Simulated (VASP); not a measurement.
OSZICAR of a VASP run on V (bcc):

File OSZICAR:
```
       N       E                     dE             d eps       ncg     rms          rms(c)
DAV:   1     0.923309149130E+02    0.92331E+02   -0.73367E+03  3300   0.141E+03
DAV:   2    -0.469567311501E+01   -0.97027E+02   -0.95186E+02  3392   0.368E+02
DAV:   3    -0.617398809728E+01   -0.14783E+01   -0.14435E+01  3478   0.540E+01
DAV:   4    -0.618612664517E+01   -0.12139E-01   -0.12137E-01  3338   0.461E+00
DAV:   5    -0.618623796082E+01   -0.11132E-03   -0.11132E-03  3446   0.489E-01    0.159E+01
DAV:   6    -0.514525657765E+01    0.10410E+01   -0.46296E+00  3314   0.317E+01    0.150E+00
DAV:   7    -0.513463058308E+01    0.10626E-01   -0.28808E-02  3310   0.311E+00    0.100E+00
DAV:   8    -0.513121799347E+01    0.34126E-02   -0.10113E-02  3306   0.167E+00    0.102E-01
DAV:   9    -0.513136615414E+01   -0.14816E-03   -0.14970E-04  3362   0.170E-01    0.350E-02
DAV:  10    -0.513136644148E+01   -0.28734E-06   -0.44131E-05  3304   0.938E-02    0.481E-03
DAV:  11    -0.513137139513E+01   -0.49536E-05   -0.43895E-07  3378   0.104E-02    0.179E-03
DAV:  12    -0.513137359796E+01   -0.22028E-05   -0.46821E-08  1664   0.282E-03    0.273E-04
DAV:  13    -0.513137376604E+01   -0.16808E-06   -0.41014E-09  1650   0.108E-03    0.692E-05
DAV:  14    -0.513137372349E+01    0.42543E-07   -0.63514E-10  1650   0.455E-04
   1 F= -.51313737E+01 E0= -.51310103E+01  d E =-.109038E-02
```

### Question
Which electronic solver shows in the log?

### Answer
It is blocked Davidson (ALGO = Normal, or the opening steps of other solvers). The INCAR had ALGO = Normal.

### Question
How was spin treated?

### Answer
Without spin polarisation: there is no mag entry.

### Question
Can the final energy be trusted as converged?

### Answer
Self-consistency was reached. It stopped with EDIFF = 1E-7, NELM = 100 (vdW-DF2, plane waves, VASP's PBE PAW potentials (set 64)).

The compound is V in the bcc structure. It was relaxed first. The run is not spin-polarised, so no magnetic state was tried.
